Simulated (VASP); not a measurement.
These are SCAN meta-GGA, VASP's PBE PAW potentials (set 64) (plane waves; VASP) values and carry that method's errors.

The input files of a VASP run:

POSCAR:
```
W
1
   -1.5767320797     1.5767320797     1.5767320797
    1.5767320797    -1.5767320797     1.5767320797
    1.5767320797     1.5767320797    -1.5767320797
W
1
Direct
  0.0000000000   0.0000000000   0.0000000000
```

**INCAR**
```
SYSTEM = W
PREC = Accurate
ENCUT = 520
EDIFF = 1E-7
NELM = 100
ALGO = Normal
LREAL = .FALSE.
LASPH = .TRUE.
ISMEAR = -5
METAGGA = SCAN
LMIXTAU = .TRUE.
LMAXMIX = 6
LWAVE = .FALSE.
LCHARG = .FALSE.
LORBIT = 11
NEDOS = 601
ISIF = 2
```

KPOINTS:
```
Automatic mesh
0
Gamma
18 18 18
0 0 0
```

File KPOINTS_OPT:
```
k-points along high-symmetry lines
10
Line-mode
Reciprocal
  0.000000   0.000000   0.000000 ! GAMMA
  0.500000  -0.500000   0.500000 ! H

  0.500000  -0.500000   0.500000 ! H
  0.000000   0.000000   0.500000 ! N

  0.000000   0.000000   0.500000 ! N
  0.000000   0.000000   0.000000 ! GAMMA

  0.000000   0.000000   0.000000 ! GAMMA
  0.250000   0.250000   0.250000 ! P

  0.250000   0.250000   0.250000 ! P
  0.500000  -0.500000   0.500000 ! H

  0.250000   0.250000   0.250000 ! P
  0.000000   0.000000   0.500000 ! N
```

POTCAR, in this order: W_sv (PBE.64 set). Program: vasp_std.

Output of the run:

### OSZICAR
```
       N       E                     dE             d eps       ncg     rms          rms(c)
DAV:   1     0.189829603116E+02    0.18983E+02   -0.80467E+03  4314   0.148E+03
DAV:   2    -0.722448416390E+02   -0.91228E+02   -0.88486E+02  4602   0.342E+02
DAV:   3    -0.738267298048E+02   -0.15819E+01   -0.15684E+01  4897   0.450E+01
DAV:   4    -0.738345408795E+02   -0.78111E-02   -0.78086E-02  4617   0.347E+00
DAV:   5    -0.738346049643E+02   -0.64085E-04   -0.64087E-04  4835   0.314E-01    0.247E+01
DAV:   6    -0.691250605504E+02    0.47095E+01   -0.23776E+00  4428   0.227E+01    0.529E+00
DAV:   7    -0.700867050302E+02   -0.96164E+00   -0.19910E-01  4361   0.714E+00    0.240E+00
DAV:   8    -0.692181716983E+02    0.86853E+00   -0.51837E-01  4395   0.106E+01    0.235E+00
DAV:   9    -0.696755139086E+02   -0.45734E+00   -0.10669E-01  4422   0.357E+00    0.914E-01
DAV:  10    -0.696939068155E+02   -0.18393E-01   -0.54015E-02  4305   0.281E+00    0.804E-01
DAV:  11    -0.697217457918E+02   -0.27839E-01   -0.10257E-02  4321   0.123E+00    0.552E-01
DAV:  12    -0.696847630938E+02    0.36983E-01   -0.18788E-01  4317   0.519E+00    0.458E-01
DAV:  13    -0.696933666823E+02   -0.86036E-02   -0.11694E-02  4446   0.153E+00    0.355E-01
DAV:  14    -0.696969399255E+02   -0.35732E-02   -0.24661E-03  4455   0.651E-01    0.248E-01
DAV:  15    -0.696970144008E+02   -0.74475E-04   -0.26223E-05  4734   0.739E-02    0.237E-01
DAV:  16    -0.696918544273E+02    0.51600E-02   -0.62413E-03  4365   0.948E-01    0.126E-01
DAV:  17    -0.696913945062E+02    0.45992E-03   -0.78957E-04  4356   0.409E-01    0.760E-02
DAV:  18    -0.696917779648E+02   -0.38346E-03   -0.28939E-04  4296   0.204E-01    0.859E-02
DAV:  19    -0.696914838053E+02    0.29416E-03   -0.11997E-04  4353   0.131E-01    0.625E-02
DAV:  20    -0.696912579999E+02    0.22581E-03   -0.15792E-04  4413   0.153E-01    0.314E-02
DAV:  21    -0.696911837026E+02    0.74297E-04   -0.79427E-05  4409   0.110E-01    0.629E-03
DAV:  22    -0.696911949548E+02   -0.11252E-04   -0.13036E-05  4326   0.466E-02    0.599E-03
DAV:  23    -0.696912024913E+02   -0.75364E-05   -0.21041E-06  4509   0.203E-02    0.403E-03
DAV:  24    -0.696912034092E+02   -0.91796E-06   -0.19594E-06  4302   0.216E-02    0.191E-03
DAV:  25    -0.696912034560E+02   -0.46737E-07   -0.58348E-08  2754   0.355E-03
   1 F= -.69691203E+02 E0= -.69691203E+02  d E =0.000000E+00
       N       E                     dE             ncg
```

File OUTCAR:
```
------------------------ aborting loop because EDIFF is reached ----------------------------------------
  FORCE on cell =-STRESS in cart. coord.  units (eV):
  Direction    XX          YY          ZZ          XY          YZ          ZX
  --------------------------------------------------------------------------------------
  Total        0.0052384      0.0052384      0.0052384     -0.0000000      0.0000000      0.0000000
  in kB        0.5352722      0.5352722      0.5352722     -0.0000000      0.0000000      0.0000000
  external PRESSURE =       0.5352722 kB  Pullay stress =       0.0000000 kB
  volume of cell :       15.68
      direct lattice vectors                 reciprocal lattice vectors
    -1.576732080  1.576732080  1.576732080     0.000000000  0.317111579  0.317111579
     1.576732080 -1.576732080  1.576732080     0.317111579  0.000000000  0.317111579
     1.576732080  1.576732080 -1.576732080     0.317111579  0.317111579  0.000000000
 POSITION                                       TOTAL-FORCE (eV/Angst)
 -----------------------------------------------------------------------------------
      0.00000      0.00000      0.00000        -0.000000      0.000000      0.000000
 -----------------------------------------------------------------------------------
    total drift:                                0.000000     -0.000000      0.000000
  FREE ENERGIE OF THE ION-ELECTRON SYSTEM (eV)
  ---------------------------------------------------
  free  energy   TOTEN  =       -69.6912034560 eV

  energy  without entropy=      -69.6912034560  energy(sigma->0) =      -69.69120346

 total charge

# of ion       s       p       d       tot
------------------------------------------
    1        2.430   6.362   3.344  12.136
```
(Selected blocks of OUTCAR.)

For a metal the tetrahedron method with Blöchl corrections gives inexact stress and forces.

The compound is W in the bcc structure. It was relaxed first.
